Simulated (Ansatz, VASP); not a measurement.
**BiAs in two plane-wave programs**

Aim: how closely do two programs agree when they are given the same cell, functional and k mesh? The cell is generated by rule, not measured, and may not be a known phase. The cell is taken from a series of runs on this material, whose earlier steps may have relaxed, scaled, displaced or heated it; both programs get it as it stands.

Method: plane waves, with VASP 6.6.1 beside it; relaxation of cell and atoms at PBE, in Ansatz 0.2.0.

### 1. Set-up

Symmetry: Pmma, No. 51, orthorhombic system. The conventional cell has a = 12.086 Å, b = 4.258 Å, c = 4.287 Å, α = 90.00°, β = 90.00°, γ = 90.00°. Nearest to Bi lie 6 As at 3.02 Å. Bi has 6 As at 2.91 to 3.14 Å nearest. Nearest to As lie 6 Bi at 2.91 to 3.14 Å. Nearest to As lie 6 Bi at 3.02 to 3.03 Å. Farther neighbours are not listed.

Coordinates:

```xyz
8
Lattice="12.0855 0.0000 0.0000 0.0000 4.2578 0.0000 0.0000 0.0000 4.2868" Properties=species:S:1:pos:R:3 pbc="T T T"
Bi    0.0000    2.1289    2.1434
Bi    6.0428    2.1289    2.1434
Bi    9.0641    0.0000    0.1516
Bi    3.0214    0.0000    4.1353
As    9.0641    2.1289    2.1346
As    3.0214    2.1289    2.1522
As    6.0428    0.0000    0.0000
As    0.0000    0.0000    0.0000
```

### 2. VASP: relaxation of cell and atoms, PBE, pair 1

The relaxed volume is the usual yardstick between codes: in a stiff, nearly cubic crystal its relative difference is about their pressure difference at one cell divided by the bulk modulus.

Lines of VASP's logs that name or quote its potential files are left out, and so is its time.

Contents of INCAR:

```
SYSTEM = BiAs
PREC = Accurate
ENCUT = 500
EDIFF = 1E-07
NELM = 120
ISMEAR = 1
SIGMA = 0.2
LREAL = .FALSE.
ALGO = Normal
GGA = PE
NBANDS = 49
LORBIT = 11
LWAVE = .FALSE.
LCHARG = .FALSE.
ISIF = 3
IBRION = 2
NSW = 80
EDIFFG = -0.005
LASPH = .TRUE.
GGA_COMPAT = .FALSE.
NELMIN = 4
KPAR = 2
```

Contents of POSCAR:

```
BiAs
1.0
   12.0855090000      0.0000000000      0.0000000000
    0.0000000000      4.2577780000      0.0000000000
    0.0000000000      0.0000000000      4.2868030000
Bi As
4 4
Direct
    0.0000000000      0.5000000000      0.5000001166
    0.5000000414      0.5000000000      0.5000001166
    0.7500000207      0.0000000000      0.0353531525
    0.2499999793      0.0000000000      0.9646468475
    0.7500000207      0.5000000000      0.4979550028
    0.2499999793      0.5000000000      0.5020449972
    0.5000000414      0.0000000000      0.0000000000
    0.0000000000      0.0000000000      0.0000000000
```

Contents of KPOINTS:

```
Automatic mesh
0
Gamma
4 8 8
0 0 0
```

PAW data sets: Bi_d and As (PBE family, release 64).

Launch:

```
$ mpirun -np 2 vasp_std
```

Numbers of over 12 decimals in the logs are rounded to 6 here.

Output:

```text
[banner, memory and clock lines left out]
running    2 mpi-ranks, on    1 nodes
 distrk:  each k-point on    1 cores,    2 groups
 distr:  one band on    1 cores,    1 groups

 POSCAR found type information on POSCAR BiAs
 POSCAR found :  2 types and       8 ions
 LDA part: xc-table for (Slater+PW92), standard interpolation
 POSCAR, INCAR and KPOINTS ok, starting setup
 FFT: planning ... GRIDC
 FFT: planning ... GRID_SOFT
 FFT: planning ... GRID
 WAVECAR not read
 entering main loop
       N       E                     dE             d eps       ncg     rms          rms(c)
DAV:   1     0.856490222530E+03    0.85649E+03   -0.37590E+04  7350   0.172E+03
DAV:   2     0.794262145451E+02   -0.77706E+03   -0.75461E+03  7366   0.474E+02
DAV:   3    -0.282378658913E+02   -0.10766E+03   -0.10275E+03  8837   0.187E+02
DAV:   4    -0.345370083864E+02   -0.62991E+01   -0.60807E+01  8598   0.436E+01
DAV:   5    -0.348592181489E+02   -0.32221E+00   -0.32058E+00 10032   0.954E+00    0.465E+00
DAV:   6    -0.340367123413E+02    0.82251E+00   -0.17568E+00  9142   0.618E+00    0.210E+00
DAV:   7    -0.340705535123E+02   -0.33841E-01   -0.47237E-01  9475   0.217E+00    0.116E+00
DAV:   8    -0.340761424188E+02   -0.55889E-02   -0.44703E-02  9007   0.141E+00    0.285E-01
DAV:   9    -0.340727686160E+02    0.33738E-02   -0.11338E-02  9025   0.638E-01    0.719E-02
DAV:  10    -0.340729127550E+02   -0.14414E-03   -0.16855E-03  9120   0.178E-01    0.431E-02
DAV:  11    -0.340729518932E+02   -0.39138E-04   -0.14292E-04  9708   0.785E-02    0.121E-02
DAV:  12    -0.340729498601E+02    0.20331E-05   -0.16227E-05  9039   0.250E-02    0.734E-03
DAV:  13    -0.340729487695E+02    0.10906E-05   -0.12045E-06  8614   0.535E-03    0.295E-03
DAV:  14    -0.340729496334E+02   -0.86389E-06   -0.29816E-07  6476   0.445E-03    0.108E-03
DAV:  15    -0.340729498092E+02   -0.17584E-06   -0.23854E-07  6395   0.288E-03    0.574E-04
DAV:  16    -0.340729498054E+02    0.38344E-08   -0.38154E-08  4875   0.120E-03
   1 F= -.34072950E+02 E0= -.34076859E+02  d E =-.340729E+02
[...]
2 F= -.34072960E+02 E0= -.34076884E+02  d E =-.972132E-05
[...]
3 F= -.34072960E+02 E0= -.34076883E+02  d E =-.977769E-05
 curvature:  -0.45 expect dE=-0.455E-05 dE for cont linesearch -0.192E-08
 trial: gam= 0.45040 g(F)=  0.551E-05 g(S)=  0.462E-05 ort = 0.305E-06 (trialstep = 0.992E+00)
 search vector abs. value=  0.148E-04
 bond charge predicted
       N       E                     dE             d eps       ncg     rms          rms(c)
DAV:   1    -0.340729613073E+02   -0.17700E-05   -0.30138E-03  8480   0.237E-01    0.120E-02
DAV:   2    -0.340729691470E+02   -0.78397E-05   -0.12595E-04  8953   0.600E-02    0.628E-03
DAV:   3    -0.340729680167E+02    0.11303E-05   -0.84830E-06 10491   0.223E-02    0.160E-03
DAV:   4    -0.340729682493E+02   -0.23264E-06   -0.69661E-07  7793   0.619E-03    0.700E-04
DAV:   5    -0.340729684489E+02   -0.19950E-06   -0.47581E-08  4555   0.155E-03    0.369E-04
DAV:   6    -0.340729685957E+02   -0.14687E-06   -0.23575E-08  4411   0.172E-03    0.109E-04
DAV:   7    -0.340729686001E+02   -0.43656E-08   -0.90541E-09  4323   0.929E-04
   4 F= -.34072969E+02 E0= -.34076890E+02  d E =-.901699E-05
 ZBRENT: can't locate minimum, use default step
 trial-energy change:   -0.000009  1 .order   -0.000009   -0.000010   -0.000008
 step:   3.9678(harm=  5.3491)  dis= 0.00176  next Energy=   -34.072987 (dE=-0.274E-04)
 reached required accuracy - stopping structural energy minimisation
```

OUTCAR, selected parts (step 2):

```text
ion  position               nearest neighbor table
   1  0.000  0.500  0.500-   8 3.02   8 3.02   8 3.02   8 3.02   6 3.02   5 3.02
   2  0.500  0.500  0.500-   7 3.02   7 3.02   7 3.02   7 3.02   5 3.02   6 3.02
   3  0.750  0.000  0.035-   5 2.91   5 2.91   8 3.03   7 3.03   5 3.14   5 3.14
   4  0.250  0.000  0.965-   6 2.91   6 2.91   8 3.03   7 3.03   6 3.14   6 3.14
   5  0.750  0.500  0.498-   3 2.91   3 2.91   1 3.02   2 3.02   3 3.14   3 3.14
   6  0.250  0.500  0.502-   4 2.91   4 2.91   1 3.02   2 3.02   4 3.14   4 3.14
   7  0.500  0.000  0.000-   2 3.02   2 3.02   2 3.02   2 3.02   3 3.03   4 3.03
   8  0.000  0.000  0.000-   1 3.02   1 3.02   1 3.02   1 3.02   3 3.03   4 3.03

  LATTYP: Found a simple orthorhombic cell.
 ALAT       =     4.2577780000
 B/A-ratio  =     1.0068169360
 C/A-ratio  =     2.8384544709

 Subroutine GETGRP returns: Found  8 space group operations
 (whereof  4 operations were pure point group operations)

The static configuration has the point symmetry C_2h.
 The point group associated with its full space group is D_2h.

 Found     75 irreducible k-points:

   k-points           NKPTS =     75   k-points in BZ     NKDIM =     75   number of bands    NBANDS=     49

   dimension x,y,z NGX =    90 NGY =   32 NGZ =   32
   dimension x,y,z NGXF=   180 NGYF=   64 NGZF=   64

   ENCUT  =  500.0 eV  36.75 Ry    6.06 a.u.  22.03  7.76  7.82*2*pi/ulx,y,z

   NELECT =      80.0000    total number of electrons

 k-points in reciprocal lattice and weights: Automatic mesh
   0.00000000  0.00000000  0.00000000       0.004
   0.25000000  0.00000000  0.00000000       0.008
   0.50000000  0.00000000  0.00000000       0.004
   0.00000000  0.12500000  0.00000000       0.008
   0.25000000  0.12500000  0.00000000       0.016
   0.50000000  0.12500000  0.00000000       0.008
   0.00000000  0.25000000  0.00000000       0.008
   0.25000000  0.25000000  0.00000000       0.016
   0.50000000  0.25000000  0.00000000       0.008
[...]
0.25000000  0.50000000  0.50000000       0.008
   0.50000000  0.50000000  0.50000000       0.004

 average (electrostatic) potential at core
       1-105.1362       2-105.1362       3-105.1157       4-105.1157       5 -48.4009
       6 -48.4009       7 -48.3875       8 -48.3876

 E-fermi :   6.1178

 k-point     1 :       0.0000    0.0000    0.0000
  band No.  band energies     occupation
    ...
     36       4.1253      2.00000
     37       4.1515      2.00000
     38       4.5859      2.00000
     39       4.6022      2.00000
     40       4.6129      2.00000
     41       8.3704     -0.00000
     42       8.3777     -0.00000
     43       8.8245     -0.00000
     44       9.3103     -0.00000
     45       9.7225     -0.00000
    ...

 k-point     2 :       0.2500    0.0000    0.0000
  band No.  band energies     occupation
    ...
     36       3.8732      2.00000
     37       4.4598      2.00000
     38       4.4872      2.00000
     39       4.9079      2.00000
     40       5.6294      2.00299
     41       7.0805     -0.00000
     42       8.8710     -0.00000
     43       8.9471     -0.00000
     44       9.1918     -0.00000
     45       9.7883     -0.00000
    ...

 k-point     3 :       0.5000    0.0000    0.0000
  band No.  band energies     occupation
    ...
     36       4.1958      2.00000
     37       4.2246      2.00000
     38       4.2246      2.00000
     39       5.6833      2.00881
     40       5.6834      2.00881
     41       7.4765     -0.00000
     42       7.4765     -0.00000
     43       9.0042     -0.00000
     44       9.0042     -0.00000
     45       9.8938     -0.00000
    ...

  Total       -0.0055760     -0.0131756     -0.0194568      0.0000000      0.0000000     -0.0000000
  in kB       -0.0404867     -0.0956659     -0.1412729      0.0000000      0.0000000     -0.0000000
  external PRESSURE =      -0.0924752 kB  Pullay stress =       0.0000000 kB

  energy-cutoff  :      500.00
  volume of cell :      220.66
      direct lattice vectors                 reciprocal lattice vectors
    12.085885570  0.000000000  0.000000000     0.082741144  0.000000000  0.000000000
     0.000000000  4.258445554  0.000000000     0.000000000  0.234827471  0.000000000
    -0.000000000  0.000000000  4.287397361    -0.000000000  0.000000000  0.233241735

 POSITION                                       TOTAL-FORCE (eV/Angst)
 -----------------------------------------------------------------------------------
     -0.00000      2.12922      2.14370        -0.000000      0.000000      0.000000
      6.04294      2.12922      2.14370        -0.000000      0.000000      0.000000
      9.06441      0.00000      0.15078        -0.000000      0.000000     -0.004780
      3.02147      0.00000      4.13662         0.000000      0.000000      0.004780
      9.06441      2.12922      2.13563        -0.000000      0.000000      0.003926
      3.02147      2.12922      2.15176         0.000000     -0.000000     -0.003926
      6.04294      0.00000      0.00000        -0.000000      0.000000      0.000000
      0.00000      0.00000      0.00000        -0.000000      0.000000      0.000000
 -----------------------------------------------------------------------------------
    total drift:                                0.000583      0.000000     -0.001407

  FREE ENERGIE OF THE ION-ELECTRON SYSTEM (eV)
  ---------------------------------------------------
  free  energy   TOTEN  =       -34.0729686001 eV

  energy  without entropy=      -34.0847329615  energy(sigma->0) =      -34.07689005

 reached required accuracy - stopping structural energy minimisation

 total charge
# of ion       s       p       d       tot
------------------------------------------
    1        1.576   1.159   9.944  12.679
    2        1.576   1.159   9.944  12.679
    3        1.573   1.173   9.943  12.690
    4        1.573   1.173   9.943  12.690
    5        1.275   1.411   0.023   2.709
    6        1.275   1.411   0.023   2.709
    7        1.275   1.406   0.022   2.704
    8        1.275   1.406   0.022   2.704
--------------------------------------------------
tot         11.398  10.301  39.864  61.563

[... 3 further parts left out ...]
```

CONTCAR:

```
BiAs
   1.00000000000000
    12.0858855700683563    0.0000000000000000    0.0000000000000000
     0.0000000000000000    4.2584455536702723    0.0000000000000000
    -0.0000000000000000    0.0000000000000000    4.2873973605900453
  Bi              As
     4     4
Direct
     0.0000000000000000    0.5000000000000000    0.5000001165999990
     0.5000000413999999    0.5000000000000000    0.5000001165999990
     0.7500000206999999    0.0000000000000000    0.0351684489218259
     0.2499999793000001    0.0000000000000000    0.9648315510781740
     0.7500000206999999    0.5000000000000000    0.4981191089931615
     0.2499999793000001    0.5000000000000000    0.5018808910068384
     0.5000000413999999    0.0000000000000000    0.0000000000000000
     0.0000000000000000    0.0000000000000000    0.0000000000000000
```

[end of part 1 of 2]

[Lines on the potential files, build, host, timing and source positions are cut from VASP's logs without a mark.]

[Logs are printed without paths, hosts, clocks, repeated set-up lines and the standing remarks that a program may print on its own settings, such as how far it seeks lower states.]

[Hosts, paths, dates, database ids (printed as entryN), source tags and the programs' standing remarks are cut or masked in the printed files.]
